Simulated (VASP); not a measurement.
Level of theory: PBEsol GGA, VASP's PBE PAW potentials (set 64) (plane waves; VASP).

A VASP calculation is set up with these files.

KPOINTS:
```
k-points along high-symmetry lines
15
Line-mode
Reciprocal
  0.000000   0.000000   0.000000 ! GAMMA
  0.500000   0.000000   0.500000 ! X

  0.500000   0.000000   0.500000 ! X
  0.625000   0.250000   0.625000 ! U

  0.375000   0.375000   0.750000 ! K
  0.000000   0.000000   0.000000 ! GAMMA

  0.000000   0.000000   0.000000 ! GAMMA
  0.500000   0.500000   0.500000 ! L

  0.500000   0.500000   0.500000 ! L
  0.500000   0.250000   0.750000 ! W

  0.500000   0.250000   0.750000 ! W
  0.500000   0.000000   0.500000 ! X
```

**INCAR**
```
NELM  =  100
LWAVE  =  .FALSE.
GGA  =  PS   # PBEsol
LMAXMIX  =  4   # l cut-off of mixed one-centre charges
PREC  =  Accurate
SYSTEM  =  YTe
SIGMA  =  0.05   # width (eV)
ISMEAR  =  0   # Gaussian
ICHARG  =  11
LCHARG  =  .FALSE.
LREAL  =  .FALSE.   # projection in real space or not
LORBIT  =  11
ENCUT  =  400   # plane-wave cut-off (eV)
ALGO  =  Normal   # blocked Davidson
EDIFF  =  1E-7
LASPH  =  .TRUE.   # aspherical one-centre terms
```

POSCAR:
```
YTe
4.3003810
  0.0000000000   0.7071067675   0.7071067675
  0.7071067675   0.0000000000   0.7071067675
  0.7071067675   0.7071067675   0.0000000000
Y Te
1 1
Cart
  0.0000000000   0.0000000000   0.0000000000
  0.7071067675   0.7071067675   0.7071067675
```

POTCAR, in this order: Y_sv Te (PBE.64 set). Program: vasp_std. Read from the step before: CHGCAR.

What VASP printed:

**OSZICAR**
```
       N       E                     dE             d eps       ncg     rms          rms(c)
DAV:   1     0.501883786404E+02    0.50188E+02   -0.68974E+03  2160   0.102E+03
DAV:   2    -0.864363127820E+01   -0.58832E+02   -0.55778E+02  2700   0.203E+02
DAV:   3    -0.116609296779E+02   -0.30173E+01   -0.29717E+01  3116   0.359E+01
DAV:   4    -0.117753069009E+02   -0.11438E+00   -0.11324E+00  2916   0.717E+00
DAV:   5    -0.117783849180E+02   -0.30780E-02   -0.30459E-02  3000   0.986E-01
DAV:   6    -0.117784583527E+02   -0.73435E-04   -0.66283E-04  2876   0.119E-01
DAV:   7    -0.117784619801E+02   -0.36274E-05   -0.36050E-05  3032   0.150E-02
DAV:   8    -0.117784621047E+02   -0.12463E-06   -0.12391E-06  2112   0.212E-03
DAV:   9    -0.117784621093E+02   -0.46239E-08   -0.53568E-08  1876   0.578E-04
   1 F= -.11778462E+02 E0= -.11776371E+02  d E =-.418208E-02
```

**OUTCAR**
```
 val. band max:        6.6213058936   @ k =   0.0357   0.0000   0.0357

 cond. band min:       6.6543344771   @ k =   0.0000   0.0000   0.0000



 k-point     1 :       0.0000    0.0000    0.0000
  band No.  band energies     occupation
      1     -36.7191      2.00000
      2     -16.7390      2.00000
      3     -16.7390      2.00000
      4     -16.7390      2.00000
      5      -6.3497      2.00000
      6       4.7601      2.00000
      7       4.7601      2.00000
      8       4.7601      2.00000
      9       6.6543      0.93336
     10       6.6543      0.93336
     11       6.6543      0.93336
     12       7.2787      0.00000

 k-point     2 :       0.0357    0.0000    0.0357
  band No.  band energies     occupation
      1     -36.7190      2.00000
      2     -16.7407      2.00000
      3     -16.7395      2.00000
      4     -16.7395      2.00000
      5      -6.3338      2.00000
      6       4.5609      2.00000
      7       4.7110      2.00000
      8       4.7110      2.00000
      9       6.6213      1.60499
     10       6.7353      0.01755
     11       6.7353      0.01755
     12       7.2884      0.00000

 k-point     3 :       0.0714    0.0000    0.0714
  band No.  band energies     occupation
      1     -36.7186      2.00000
      2     -16.7456      2.00000
      3     -16.7412      2.00000
      4     -16.7412      2.00000
      5      -6.2872      2.00000
      6       4.1063      2.00000
      7       4.5861      2.00000
      8       4.5861      2.00000
      9       6.5274      1.99954
     10       6.9544      0.00000
     11       6.9544      0.00000
     12       7.3173      0.00000

 k-point     4 :       0.1071    0.0000    0.1071
  band No.  band energies     occupation
      1     -36.7181      2.00000
      2     -16.7534      2.00000
      3     -16.7438      2.00000
      4     -16.7438      2.00000
      5      -6.2136      2.00000
      6       3.5799      2.00000
      7       4.4267      2.00000
...
```

The density is held fixed in this step, so its total energy and stress have no physical meaning. Unless said otherwise, spin-orbit coupling is left out, though it shifts the bands of the heavy elements here.

The structure was generated: YTe was put into the rock salt type (Fm-3m), which need not be its known phase. It was relaxed first, which changed the volume by -37 %. The electron count is odd and the run is not spin-polarised, which forces a metal.
